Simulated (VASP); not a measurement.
```xyz
6
Lattice="5.0688 0.0000 0.0000 0.0000 5.0688 0.0000 0.0000 0.0000 3.4553" Properties=species:S:1:pos:R:3 pbc="T T T"
Pb     5.0688     0.0000     0.0000
Pb     2.5344     2.5344     1.7276
O      1.5601     1.5601     0.0000
O      4.0945     0.9743     1.7276
O      0.9743     4.0945     1.7276
O      3.5087     3.5087     3.4553
```

All values below come from PBE GGA with spin-orbit coupling, VASP's PBE PAW potentials (set 64) (plane waves; VASP). Numerical set-up: 520 eV cut-off, 4×4×6 Γ-centred mesh, Gaussian smearing of 0.050 eV, potentials Pb_d O.

Give the energies of bands 41 to 54 at the high-symmetry points, in eV from the Fermi level.

```tsv
band	Γ	X	M	Z	R	A
41	-1.70	-1.26	-1.45	-1.94	-1.02	-1.80
42	-1.70	-1.26	-1.45	-1.94	-1.02	-1.80
43	-0.79	-1.26	-1.45	-1.94	-1.00	-1.80
44	-0.79	-1.26	-1.45	-1.94	-1.00	-1.80
45	-0.61	-0.66	-0.69	-1.01	-0.71	-0.62
46	-0.61	-0.66	-0.69	-1.01	-0.71	-0.62
47	-0.61	-0.66	-0.69	-1.01	-0.70	-0.62
48	-0.61	-0.66	-0.69	-1.01	-0.70	-0.62
49	-0.56	-0.35	-0.44	-0.72	-0.26	-0.47
50	-0.56	-0.35	-0.44	-0.72	-0.26	-0.47
51	-0.53	-0.35	-0.44	-0.72	-0.25	-0.47
52	-0.53	-0.35	-0.44	-0.72	-0.25	-0.47
53	0.09	2.08	2.48	3.39	3.67	2.52
54	0.09	2.08	2.48	3.39	3.67	2.52
```

It has no gap at this level: it comes out as a metal or semimetal.

The compound is PbO2 in the rutile structure. It was relaxed first, which changed the volume by +6 %. The k-mesh is coarse (spacing up to 0.31 per Å, 2π included), so the numbers may not be converged in it.
